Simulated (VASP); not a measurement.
Set up this calculation in VASP 6.6.1, as the native input.

- Task: relaxation of cell and atoms
- Functional: PBE
- Dispersion: D3(BJ)
- Potentials or basis: VASP PAW PBE potentials, release 64 (C)
- Cutoff: 600 eV
- k mesh: 24 × 24 × 8
- Occupations: gaussian, width 0.05 eV
- Spin: no spin polarisation
- Dipole correction: no
- Further INCAR settings: ALGO = Fast; EDIFF = 1e-07; IBRION = 2; EDIFFG = -0.01; NSW = 80; ISIF = 3

The structure of C lies in POSCAR:

```
C
1.0
    2.4600000000      0.0000000000      0.0000000000
   -1.2300000000      2.1304224933      0.0000000000
    0.0000000000      0.0000000000      6.7000000000
C
4
Direct
    0.0000000000      0.0000000000      0.2500000000
    0.3333333333      0.6666666667      0.2500000000
    0.0000000000      0.0000000000      0.7500000000
    0.6666666667      0.3333333333      0.7500000000
```

The cell was built by a generator and needn't be a form met in nature.

One way to write it, as run:

INCAR

```
ALGO = Fast
EDIFF = 1E-7
EDIFFG = -0.01
ENCUT = 600
GGA = PE
IBRION = 2
ISIF = 3
ISMEAR = 0
IVDW = 12
LASPH = True
LCHARG = False
LREAL = False
LWAVE = False
NELM = 60
NSW = 80
PREC = Accurate
SIGMA = 0.05
```

KPOINTS

```
k-points
0
Gamma
  24 24 8
```

Potentials or basis: VASP PAW PBE potentials, release 64 (C).

Run with:

```bash
$ cat potpaw_PBE.64/C/POTCAR > POTCAR
$ mpirun -np 1 vasp_std > vasp.out
```

Results of the run:

```yaml
Relaxed_volume: 8.82 Å³/atom
Relaxed_cell: a = 2.465 Å, b = 2.465 Å, c = 6.699 Å, α = 90.00°, β = 90.00°, γ = 120.00°
Space_group_after_relaxing_to_0.05_Å: P6_3/mmc (No. 194)
Energy_gained_by_relaxing: 0.3 meV/atom
Ionic_steps: 3
Pressure_after_relaxing: 0.0 GPa
Band_gap_on_the_k_mesh: none (metal or under the smearing width)
Dispersion_energy_per_atom: -0.157 eV
```

It took 11 min on 1 thread of AMD EPYC 7571, with other jobs on the host, peak memory 0.22 GiB.
